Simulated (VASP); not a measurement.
Input for VASP

File KPOINTS:
```
Automatic mesh
0
Gamma
5 5 10
0 0 0
```

**INCAR**
```
! general
SYSTEM  = Sn6Si2
PREC    = Accurate
ENCUT   = 400
LREAL   = .False.
LASPH   = .True.   ! aspherical one-centre terms

! electronic loop
EDIFF   = 1E-7
NELM    = 100   ! most electronic steps
ALGO    = Normal
LMAXMIX = 4   ! l cut-off of mixed one-centre charges

! smearing
ISMEAR  = -5   ! tetrahedra, Bloechl

! functional
GGA     = PS

! ions
ISIF    = 2

! output
LWAVE   = .False.
LCHARG  = .True.
LORBIT  = 11   ! lm-projected
NEDOS   = 601   ! DOS grid

! other
LEFG    = .True.
```

File POSCAR:
```
Sn6Si2
1
   -0.0539886053     6.2544115164     6.2768968840
    6.2544115164    -0.0539886053     6.2768968840
    3.1002114555     3.1002114555     0.0000000000
Sn Si
6 2
Direct
  0.9966424188   0.9966424188   0.0067151623
  0.1283575812   0.1283575812   0.2432848377
  0.9791234427   0.5078011990   0.0130753583
  0.1458765573   0.6171988010   0.2369246417
  0.5078011990   0.9791234427   0.0130753583
  0.6171988010   0.1458765573   0.2369246417
  0.5112363050   0.5112363050   0.9775273901
  0.6137636950   0.6137636950   0.2724726099
```

POTCAR, in this order: Sn_d Si (PBE.64 set). Program: vasp_std.

Question: Write an equivalent input for Quantum ESPRESSO's pw.x.

Answer: One equivalent input (not run):
```
&CONTROL
  calculation = 'scf'
  pseudo_dir = './pseudo'
  outdir = './out'
  tprnfor = .true.
  tstress = .true.
/
&SYSTEM
  ibrav = 0
  nat = 8
  ntyp = 2
  ecutwfc = 72
  occupations = 'tetrahedra'
  input_dft = 'pbesol'
/
&ELECTRONS
  conv_thr = 7.3e-09
  electron_maxstep = 100
/
ATOMIC_SPECIES
  Sn 118.710 Sn.upf
  Si 28.085 Si.upf
CELL_PARAMETERS angstrom
    -0.0539886    6.2544115    6.2768969
     6.2544115   -0.0539886    6.2768969
     3.1002115    3.1002115    0.0000000
ATOMIC_POSITIONS crystal
  Sn   0.9966424  0.9966424  0.0067152
  Sn   0.1283576  0.1283576  0.2432848
  Sn   0.9791234  0.5078012  0.0130754
  Sn   0.1458766  0.6171988  0.2369246
  Sn   0.5078012  0.9791234  0.0130754
  Sn   0.6171988  0.1458766  0.2369246
  Si   0.5112363  0.5112363  0.9775274
  Si   0.6137637  0.6137637  0.2724726
K_POINTS automatic
  5 5 10 0 0 0
```
What does not carry over: the potentials are each code's own (VASP's PAW set, PseudoDojo norm-conserving files in pw.x), so ENCUT and ecutwfc are chosen apart and not converted; conv_thr bounds pw.x's estimated SCF error, while EDIFF bounds the energy change between steps; the field gradients of LEFG aren't asked of the other code.

The structure was generated: Sn6Si2 was put into an ordered model structure (Cmcm), which need not be its known phase. It was relaxed first.
